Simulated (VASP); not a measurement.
An input for Ansatz (written as the equivalent of a VASP run, and not itself run):

Ansatz 0.2 input:
```yaml
crystal:
  lattice:
    - [-2.6928000, 2.6928000, 2.6928000]
    - [2.6928000, -2.6928000, 2.6928000]
    - [2.6928000, 2.6928000, -2.6928000]
  atoms:
    - { symbol: K, position: [0.0000000, 0.0000000, 0.0000000] }
kpoints:
  mp_grid: { grid: [9, 9, 9] }
hamiltonian:
  xc: pbe
  pseudopotentials: { kind: paw }
scf:
  occupations: { method: methfessel_paxton, width: 0.1 }
  max_iter: 100
output: { forces: true, stress: true, eigenvalues: true }
```

Problem. Write the VASP files for the same calculation (PBE).

Solution. Several could match; the one computed here: 
**INCAR**
```
! general
SYSTEM  =  K
PREC    =  Accurate
ENCUT   =  400
LREAL   =  .FALSE.
LASPH   =  .TRUE.

! electronic loop
EDIFF   =  1E-6
NELM    =  100
ALGO    =  Normal

! smearing
ISMEAR  =  1
SIGMA   =  0.1

! functional
GGA     =  PE

! ions
ISIF    =  2

! output
LWAVE   =  .FALSE.
LCHARG  =  .FALSE.
```

File KPOINTS:
```
Automatic
0
gamma
 9 9 9
0 0 0
```

### POSCAR
```
K
1
   -2.6928000000     2.6928000000     2.6928000000
    2.6928000000    -2.6928000000     2.6928000000
    2.6928000000     2.6928000000    -2.6928000000
K
1
Direct
  0.0000000000   0.0000000000   0.0000000000
```

POTCAR, in this order: K_sv (PBE.64 set). Program: vasp_std.

What does not carry over: each code has its own PAW files, so the cut-off isn't converted (ENCUT is set for VASP's; basis.ecutwfc is left out, and Ansatz then takes the one that its files recommend); Ansatz stops its SCF on the density residual and VASP on the energy change (EDIFF).

The compound is K in the bcc structure. The cell was not relaxed at this level.
